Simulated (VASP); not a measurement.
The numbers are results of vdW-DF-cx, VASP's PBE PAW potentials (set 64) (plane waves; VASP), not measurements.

VASP ran on this input.

File POSCAR:
```
Gd
1
    1.7654829846    -3.0579060268     0.0000000000
    1.7654829846     3.0579060268     0.0000000000
    0.0000000000     0.0000000000     5.5682709256
Gd
2
Direct
  0.3333330000   0.6666670000   0.2500000000
  0.6666670000   0.3333330000   0.7500000000
```

INCAR:
```
! general
SYSTEM  =Gd
PREC    =Accurate
ENCUT   =520
LREAL   =.FALSE.
LASPH   =.TRUE.

! electronic loop
EDIFF   =1E-7
NELM    =100
ALGO    =Normal
LMAXMIX =6

! smearing
ISMEAR  =1
SIGMA   =0.1

! functional
GGA     =CX
LUSE_VDW=.TRUE.
AGGAC   =0.0

! ions
IBRION  =2
NSW     =30
ISIF    =4
EDIFFG  =-0.01

! output
LWAVE   =.FALSE.
LCHARG  =.FALSE.
```

KPOINTS:
```
Automatic
0
Gamma
  12 12 7
```

POTCAR, in this order: Gd_3 (PBE.64 set). Program: vasp_std.

Output of the run:

**OUTCAR**
```
 ion  position               nearest neighbor table
   1  0.333  0.667  0.250-   2 3.45   2 3.45   2 3.45   2 3.45   2 3.45   2 3.45
   2  0.667  0.333  0.750-   1 3.45   1 3.45   1 3.45   1 3.45   1 3.45   1 3.45
  LATTYP: Found a hexagonal cell.
 ALAT       =     3.5309657939
 C/A-ratio  =     1.5769824039
 Subroutine PRICEL returns:
 Original cell was already a primitive cell.
 Subroutine GETGRP returns: Found 24 space group operations
The static configuration has the point symmetry D_3d.
 The point group associated with its full space group is D_6h.
The dynamic configuration has the point symmetry D_3d.
 Subroutine INISYM returns: Found 24 space group operations
 Subroutine IBZKPT returns following result:
 Found     76 irreducible k-points:

 Following reciprocal coordinates:
            Coordinates               Weight
  0.000000  0.000000  0.000000      1.000000
  0.083333  0.000000  0.000000      6.000000
  0.166667  0.000000  0.000000      6.000000
  0.250000  0.000000  0.000000      6.000000
  0.333333  0.000000  0.000000      6.000000
  0.416667  0.000000  0.000000      6.000000
  0.500000  0.000000  0.000000      3.000000
...
```

OSZICAR:
```
       N       E                     dE             d eps       ncg     rms          rms(c)
DAV:   1     0.451763389009E+02    0.45176E+02   -0.89577E+03  1976   0.124E+03
DAV:   2    -0.270006895470E+01   -0.47876E+02   -0.46793E+02  2156   0.243E+02
DAV:   3    -0.444685905336E+01   -0.17468E+01   -0.16508E+01  2633   0.278E+01
DAV:   4    -0.447942484945E+01   -0.32566E-01   -0.32247E-01  2460   0.384E+00
DAV:   5    -0.448022696318E+01   -0.80211E-03   -0.80198E-03  2862   0.450E-01    0.235E+01
DAV:   6    -0.448696228542E+01   -0.67353E-02   -0.20222E-02  2246   0.116E+00    0.141E+01
DAV:   7    -0.449904326299E+01   -0.12081E-01   -0.37277E-02  2106   0.157E+00    0.226E-01
DAV:   8    -0.449878612858E+01    0.25713E-03   -0.21834E-03  2386   0.348E-01    0.634E-02
DAV:   9    -0.449880141043E+01   -0.15282E-04   -0.21388E-04  2598   0.106E-01    0.329E-02
DAV:  10    -0.449879861799E+01    0.27924E-05   -0.32407E-05  2351   0.415E-02    0.380E-02
DAV:  11    -0.449879957125E+01   -0.95327E-06   -0.51058E-06  2371   0.158E-02    0.137E-03
DAV:  12    -0.449879967748E+01   -0.10623E-06   -0.32881E-07  2382   0.399E-03    0.329E-03
DAV:  13    -0.449879966238E+01    0.15105E-07   -0.19959E-08  1348   0.115E-03
   1 F= -.44987997E+01 E0= -.44990105E+01  d E =-.449880E+01
       N       E                     dE             d eps       ncg     rms          rms(c)
DAV:   1    -0.449884856169E+01   -0.48884E-04   -0.17788E-03  2036   0.307E-01    0.260E-02
DAV:   2    -0.449882482252E+01    0.23739E-04   -0.29035E-05  2301   0.439E-02    0.166E-02
DAV:   3    -0.449881474737E+01    0.10075E-04   -0.14051E-05  2561   0.284E-02    0.826E-03
DAV:   4    -0.449881479772E+01   -0.50346E-07   -0.18791E-06  2621   0.971E-03    0.437E-03
DAV:   5    -0.449881480355E+01   -0.58349E-08   -0.34405E-08  1133   0.150E-03
   2 F= -.44988148E+01 E0= -.44989989E+01  d E =-.151412E-04
```

**OUTCAR**
```
------------------------ aborting loop because EDIFF is reached ----------------------------------------
  FORCE on cell =-STRESS in cart. coord.  units (eV):
  Direction    XX          YY          ZZ          XY          YZ          ZX
  --------------------------------------------------------------------------------------
  Total        0.4013125      0.4013124      0.4198234      0.0000000      0.0000000     -0.0000000
  in kB       10.6943703     10.6943689     11.1876583      0.0000000      0.0000000     -0.0000000
  external PRESSURE =      10.8587991 kB  Pullay stress =       0.0000000 kB
  volume of cell :       60.12
      direct lattice vectors                 reciprocal lattice vectors
     1.764980582 -3.057035835  0.000000000     0.283289236 -0.163557128  0.000000000
     1.764980582  3.057035835 -0.000000000     0.283289236  0.163557128 -0.000000000
     0.000000000  0.000000000  5.571441409     0.000000000  0.000000000  0.179486766
 POSITION                                       TOTAL-FORCE (eV/Angst)
 -----------------------------------------------------------------------------------
      1.76498      1.01901      1.39286         0.000000     -0.000000      0.000000
      1.76498     -1.01901      4.17858        -0.000000      0.000000      0.000000
 -----------------------------------------------------------------------------------
    total drift:                                0.000000      0.000106     -0.000011
  FREE ENERGIE OF THE ION-ELECTRON SYSTEM (eV)
  ---------------------------------------------------
  free  energy   TOTEN  =        -4.4988148036 eV

  energy  without entropy=       -4.4993671768  energy(sigma->0) =       -4.49899893

 reached required accuracy - stopping structural energy minimisation
```
(Selected blocks of OUTCAR.)

**CONTCAR**
```
Gd
   1.00000000000000
     1.7649805815990525   -3.0570358354706637    0.0000000000000000
     1.7649805815990525    3.0570358354706637   -0.0000000000000000
     0.0000000000000000    0.0000000000000000    5.5714414085202622
  Gd
     2
Direct
     0.3333330000000032    0.6666669999999968    0.2500000000000000
     0.6666669999999968    0.3333330000000032    0.7500000000000000
```

The 4f electrons are frozen in the core of the lanthanide potential, so 4f levels, which can set the real gap, and their magnetism are missing.

The compound is Gd in the hcp structure. This cell is one point of a volume scan, at 0.97 of the reference volume. Symmetry was kept, so distortions that lower it aren't found.
